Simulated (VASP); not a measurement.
Input for VASP

**POSCAR**
```
NiSi2
1
   -0.0000000000     2.6985092709     2.6985092709
    2.6985092709     0.0000000000     2.6985092709
    2.6985092709     2.6985092709    -0.0000000000
Si Ni
2 1
Direct
  0.2500000000   0.2500000000   0.2500000000
  0.7500000000   0.7500000000   0.7500000000
  0.0000000000   0.0000000000   0.0000000000
```

### INCAR
```
ALGO  =  Normal
EDIFF  =  1E-7
EDIFFG  =  -0.01
ENCUT  =  480
GGA  =  PS
IBRION  =  2
ISIF  =  3
ISMEAR  =  1
LASPH  =  .TRUE.
LCHARG  =  .FALSE.
LMAXMIX  =  4
LREAL  =  .FALSE.
LWAVE  =  .FALSE.
NELM  =  100
NSW  =  40
PREC  =  Accurate
PSTRESS  =  300
SIGMA  =  0.1
SYSTEM  =  NiSi2
```

**KPOINTS**
```
Automatic mesh
0
gamma
 10 10 10
0 0 0
```

POTCAR, in this order: Si Ni (PBE.64 set). Program: vasp_std.

### Question
Write an equivalent input for Quantum ESPRESSO's pw.x.

### Answer
One equivalent input (not run):
```
&CONTROL
  calculation = 'vc-relax'
  pseudo_dir = './pseudo'
  outdir = './out'
  tprnfor = .true.
  tstress = .true.
  nstep = 40
  forc_conv_thr = 0.00039
/
&SYSTEM
  ibrav = 0
  nat = 3
  ntyp = 2
  ecutwfc = 98
  occupations = 'smearing'
  smearing = 'methfessel-paxton'
  degauss = 0.00735
  input_dft = 'pbesol'
/
&ELECTRONS
  conv_thr = 7.3e-09
  electron_maxstep = 100
/
&IONS
/
&CELL
  press = 300
/
ATOMIC_SPECIES
  Si 28.085 Si.upf
  Ni 58.693 Ni.upf
CELL_PARAMETERS angstrom
    -0.0000000    2.6985093    2.6985093
     2.6985093    0.0000000    2.6985093
     2.6985093    2.6985093   -0.0000000
ATOMIC_POSITIONS crystal
  Si   0.2500000  0.2500000  0.2500000
  Si   0.7500000  0.7500000  0.7500000
  Ni   0.0000000  0.0000000  0.0000000
K_POINTS automatic
  10 10 10 0 0 0
```
The two are equivalent in intent, not identical: the potentials are each code's own (VASP's PAW set, PseudoDojo norm-conserving files in pw.x), so ENCUT and ecutwfc are chosen apart and not converted; conv_thr bounds pw.x's estimated SCF error, while EDIFF bounds the energy change between steps; forc_conv_thr acts on force components and is met together with etot_conv_thr.

The compound is NiSi2 in the fluorite structure. This run relaxes it under an external pressure of 30 GPa. Symmetry was kept, so distortions that lower it aren't found.
